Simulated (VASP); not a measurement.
These are PBE GGA, VASP's PBE PAW potentials (set 64) (plane waves; VASP) values and carry that method's errors.

The input files of a VASP run:

POSCAR:
```
Os
1.0
  1.3707953264  -2.3742867924   0.0000000000
  1.3707953264   2.3742867924   0.0000000000
  0.0000000000   0.0000000000   4.3328235014
Os
2
Cartesian
  1.3707953264   0.7914305137   1.0832058754
  1.3707953264  -0.7914305137   3.2496176261
```

INCAR:
```
! general
SYSTEM   =  Os
PREC     =  Accurate
ENCUT    =  500
LREAL    =  .FALSE.
LASPH    =  .TRUE.

! electronic loop
EDIFF    =  1E-6
NELM     =  100
ALGO     =  Normal
LMAXMIX  =  6

! smearing
ISMEAR   =  1
SIGMA    =  0.1

! functional
GGA      =  PE

! ions
IBRION   =  2
NSW      =  40
ISIF     =  3
EDIFFG   =  -0.02
PSTRESS  =  50

! output
LWAVE    =  .FALSE.
LCHARG   =  .FALSE.
```

### KPOINTS
```
Automatic
0
G
 15 15 9
```

POTCAR, in this order: Os (PBE.64 set). Program: vasp_std.

The run wrote:

**OSZICAR**
```
       N       E                     dE             d eps       ncg     rms          rms(c)
DAV:   1     0.100251707035E+03    0.10025E+03   -0.74820E+03  3240   0.124E+03
DAV:   2    -0.165161522125E+02   -0.11677E+03   -0.10562E+03  3428   0.392E+02
DAV:   3    -0.237179874885E+02   -0.72018E+01   -0.66105E+01  4040   0.779E+01
DAV:   4    -0.239101544413E+02   -0.19217E+00   -0.18910E+00  3404   0.131E+01
DAV:   5    -0.239126291234E+02   -0.24747E-02   -0.24743E-02  3820   0.119E+00    0.230E+01
DAV:   6    -0.228251978232E+02    0.10874E+01   -0.11794E+00  3476   0.100E+01    0.105E+01
DAV:   7    -0.225058855400E+02    0.31931E+00   -0.83144E-01  3732   0.830E+00    0.461E-01
DAV:   8    -0.225000776012E+02    0.58079E-02   -0.73734E-03  3324   0.714E-01    0.275E-01
DAV:   9    -0.224979945611E+02    0.20830E-02   -0.13939E-03  3464   0.450E-01    0.532E-02
DAV:  10    -0.224980329136E+02   -0.38353E-04   -0.56042E-05  3672   0.756E-02    0.101E-02
DAV:  11    -0.224980028374E+02    0.30076E-04   -0.63237E-06  3332   0.302E-02    0.805E-04
DAV:  12    -0.224980020384E+02    0.79906E-06   -0.13387E-07  1708   0.421E-03
   1 F= -.21617833E+02 E0= -.21618204E+02  d E =-.216178E+02
```

File OUTCAR:
```
------------------------ aborting loop because EDIFF is reached ----------------------------------------
  FORCE on cell =-STRESS in cart. coord.  units (eV):
  Direction    XX          YY          ZZ          XY          YZ          ZX
  --------------------------------------------------------------------------------------
  Total        0.8415748      0.8415745      0.8976594     -0.0000000      0.0000000      0.0000000
  in kB       47.8075520     47.8075375     50.9935670     -0.0000000      0.0000000      0.0000000
  external PRESSURE =      -1.1304478 kB  Pullay stress =      50.0000000 kB
  volume of cell :       28.20
      direct lattice vectors                 reciprocal lattice vectors
     1.370795326 -2.374286792  0.000000000     0.364751754 -0.210589555  0.000000000
     1.370795326  2.374286792  0.000000000     0.364751754  0.210589555  0.000000000
     0.000000000  0.000000000  4.332823501     0.000000000  0.000000000  0.230796385
 POSITION                                       TOTAL-FORCE (eV/Angst)
 -----------------------------------------------------------------------------------
      1.37080      0.79143      1.08321         0.000000      0.000000      0.000000
      1.37080     -0.79143      3.24962        -0.000000     -0.000000      0.000000
 -----------------------------------------------------------------------------------
    total drift:                                0.000000      0.000022     -0.000020
  FREE ENERGIE OF THE ION-ELECTRON SYSTEM (eV)
  ---------------------------------------------------
  free  energy   TOTEN  =       -22.4980020384 eV

  energy  without entropy=      -22.4991167717  energy(sigma->0) =      -22.49837362
  enthalpy is  TOTEN    =       -21.6178327563 eV   P V=        0.8801692821

 reached required accuracy - stopping structural energy minimisation
```
(Selected blocks of OUTCAR.)

The compound is Os in the hcp structure. It was relaxed first under an external pressure of 5 GPa.
